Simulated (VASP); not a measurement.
A 63-atom supercell of Si (diamond) holds P on the Si site with a neighbouring Si vacancy in charge state +1. It is relaxed twice, with the total moment held at 0 and at 2 μB. Calculation: PBE GGA, VASP's PBE PAW potentials (set 64) (plane waves; VASP). Run with PREC = Normal, LREAL = Auto, ISYM = 0, NELECT = 252.0, EDIFF = 1E-5, 400 eV cut-off, 1×1×1 Γ-centred mesh, Gaussian smearing of 0.050 eV, potentials Si P.

The cell is charged, with a uniform compensating background. The supercell is sampled at Γ alone, which is coarse: total energies, pressure and levels can be off, energies of defects by several tenths of an eV.

**Question.** Which spin state lies lower, and by how much?

**Answer.** The state with 0 μB lies lower, by 0.36 eV.

The cell is a supercell with a defect, built from Si (diamond).
